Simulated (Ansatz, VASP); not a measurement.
## One calculation of LuC, two programs

The input INCAR:

```
SYSTEM = LuC
PREC = Accurate ; ENCUT = 520
EDIFF = 1E-7 ; ISMEAR = 0
SIGMA = 0.05 ; LREAL = .False.
LASPH = .True. ; NELM = 60
ALGO = Normal ; ISIF = 2
LWAVE = .False. ; LCHARG = .False.
GGA = CA ; NBANDS = 22
```

The input KPOINTS:

```
regular mesh
0
Gamma
  12 12 10
  0 0 0
```

Contents of POSCAR:

```
LuC
1.0
    3.4726611932      0.0000000000      0.0000000000
   -1.7363305966      3.0074128120      0.0000000000
    0.0000000000      0.0000000000      2.9499970834
Lu C
1 1
Direct
    0.0000000000      0.0000000000      0.0000000000
    0.6666666667      0.3333333333      0.5000000000
```

Input for Ansatz:

```yaml
crystal:
  lattice:
    - [3.4726611932, 0.0, 0.0]
    - [-1.7363305966, 3.007412812, 0.0]
    - [0.0, 0.0, 2.9499970834]
  atoms:
    - { symbol: Lu, position: [0.0, 0.0, 0.0] }
    - { symbol: C, position: [0.6666666667, 0.3333333333, 0.5] }
basis:
  ecutwfc: 420
  ecutrho_ratio: 4
kpoints:
  mp_grid: { grid: [12, 12, 10] }
hamiltonian:
  xc: lda
scf:
  occupations: { method: gaussian, width: 0.05 }
output:
  forces: true
  stress: true
  eigenvalues: true
  populations: true
  hubbard: { sites: [{ species: Lu, l: f }] }
```

Alike in both runs: task single point; functional LDA; k mesh 12 × 12 × 10; occupations gaussian, width 0.05 eV; no spin polarisation.

```csv
,VASP,Ansatz
version,VASP 6.6.1,Ansatz 0.2.0
potentials or method,"VASP PAW PBE potentials, release 64 (Lu, C)","scalar-relativistic, plane waves, PAW"
plane-wave cutoff (eV),520,420
valence electrons in the cell,29,29
```

Ansatz gave:

- gap on the k mesh at the Fermi level (eV): none
- pressure (GPa): -8.7
- largest component of the traceless stress (GPa): 1.16

Task: Which values does VASP return?

Result: gap on the k mesh at the Fermi level (eV): none; pressure (GPa): -7.8; largest component of the traceless stress (GPa): 1.11.

A gap of «none» marks a metal or a gap that the smearing closes.

Caveats: the PAW data sets were made with another functional, which shifts forces and pressure a little (VASP). The runs have no spin-orbit coupling, so splittings on Lu are missing.
